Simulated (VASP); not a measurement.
```
CELL_PARAMETERS angstrom
      1.59500    -2.76262     0.00000
      1.59500     2.76262     0.00000
      0.00000     0.00000     5.05000
ATOMIC_POSITIONS crystal
  Hf 0.33333 0.66667 0.25000
  Hf 0.66667 0.33333 0.75000
```

Method: PBE GGA, VASP's PBE PAW potentials (set 64) (plane waves; VASP). Run with 400 eV cut-off, 12×12×7 Γ-centred mesh, first-order Methfessel-Paxton smearing of 0.10 eV, potentials Hf_pv.

Q: Give the stress tensor in GPa (positive for a compressed cell).

A: 
```
1.01  0.00  0.00
0.00  1.01  0.00
0.00  0.00  0.78
```
The pressure is its mean diagonal, 0.94 GPa.

The compound is Hf in the hcp structure. The cell was not relaxed at this level.
